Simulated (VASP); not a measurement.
VASP input:

**KPOINTS**
```
Automatic mesh
0
Gamma
5 5 7
0 0 0
```

### INCAR
```
! general
SYSTEM  = VO2
PREC    = Accurate
ENCUT   = 500   ! plane-wave cut-off (eV)
LREAL   = .False.   ! projection in real space or not
LASPH   = .True.   ! aspherical one-centre terms

! electronic loop
EDIFF   = 1E-6   ! SCF stop (eV)
NELM    = 100
ALGO    = Normal   ! blocked Davidson
LMAXMIX = 4   ! l cut-off of mixed one-centre charges

! smearing
ISMEAR  = 0   ! Gaussian
SIGMA   = 0.05   ! width (eV)

! functional
GGA     = PE   ! PBE

! spin
ISPIN   = 2   ! spin-polarised
MAGMOM  = 2*1.1 4*-0.1

! output
LWAVE   = .False.
LCHARG  = .True.
LORBIT  = 10
```

File POSCAR:
```
VO2
1
    4.5865367230     0.0000000000     0.0000000000
    0.0000000000     4.5865367230     0.0000000000
    0.0000000000     0.0000000000     2.8443608657
V O
2 4
Direct
  0.0000000000   0.0000000000   0.0000000000
  0.5000000000   0.5000000000   0.5000000000
  0.3000197177   0.3000197177   0.0000000000
  0.8000197177   0.1999802823   0.5000000000
  0.1999802823   0.8000197177   0.5000000000
  0.6999802823   0.6999802823   0.0000000000
```

POTCAR, in this order: V_sv O (PBE.64 set). Program: vasp_std.

### Question
Translate this PBE calculation to Quantum ESPRESSO's pw.x.

### Answer
One equivalent input (not run):
```
&CONTROL
  calculation = 'scf'
  pseudo_dir = './pseudo'
  outdir = './out'
  tprnfor = .true.
  tstress = .true.
/
&SYSTEM
  ibrav = 0
  nat = 6
  ntyp = 2
  ecutwfc = 84
  occupations = 'smearing'
  smearing = 'gaussian'
  degauss = 0.003675
  input_dft = 'pbe'
  nspin = 2
  starting_magnetization(1) = 0.11
  starting_magnetization(2) = -0.01
/
&ELECTRONS
  conv_thr = 7.3e-08
  electron_maxstep = 100
/
ATOMIC_SPECIES
  V 50.941 V.upf
  O 15.999 O.upf
CELL_PARAMETERS angstrom
     4.5865367    0.0000000    0.0000000
     0.0000000    4.5865367    0.0000000
     0.0000000    0.0000000    2.8443609
ATOMIC_POSITIONS crystal
  V    0.0000000  0.0000000  0.0000000
  V    0.5000000  0.5000000  0.5000000
  O    0.3000197  0.3000197  0.0000000
  O    0.8000197  0.1999803  0.5000000
  O    0.1999803  0.8000197  0.5000000
  O    0.6999803  0.6999803  0.0000000
K_POINTS automatic
  5 5 7 0 0 0
```
The two are equivalent in intent, not identical: the potentials are each code's own (VASP's PAW set, PseudoDojo norm-conserving files in pw.x), so ENCUT and ecutwfc are chosen apart and not converted; conv_thr bounds pw.x's estimated SCF error, while EDIFF bounds the energy change between steps; starting_magnetization is a fraction of the valence charge and MAGMOM a moment in μB, so they match only roughly.

The structure was generated: VO2 was put into the rutile type (P4_2/mnm), which need not be its known phase. It was relaxed first. The k-mesh is coarse (spacing up to 0.32 per Å, 2π included), so the numbers may not be converged in it.
